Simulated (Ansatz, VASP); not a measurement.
**Two plane-wave programs on GeMo**

```xyz
2
Lattice="2.7579 0.0000 0.0000 0.0000 2.7579 0.0000 0.0000 0.0000 2.7579" Properties=species:S:1:pos:R:3 pbc="T T T"
Mo    0.0000    0.0000    0.0000
Ge    1.3790    1.3790    1.3790
```

Change from the starting cell: volume scaled by 0.7, PAW files.

Alike in both runs: task single point; functional r2SCAN; k mesh 14 × 14 × 14; occupations fermi-dirac, width 0.05 eV; no spin polarisation.

```csv
,VASP,Ansatz
version,VASP 6.6.1,Ansatz 0.2.0
potentials or method,"VASP PAW PBE potentials, release 64 (Mo_sv, Ge_d)","PAW with Ansatz's default frozen-core files, scalar-relativistic"
plane-wave cutoff (eV),520,500
valence electrons in the cell,28,28
```

Ansatz gave:

```
pressure (GPa) : 158.4
```

Question: Which values does VASP return?

Answer: Pressure (GPa): 160.7.

Caveats: the cell as given lies far from equilibrium; so large a pressure means that the cell lies far from this level's equilibrium, or that cutoff or potentials fall short (VASP); the potentials were made for another functional, which shifts forces and pressure (VASP).
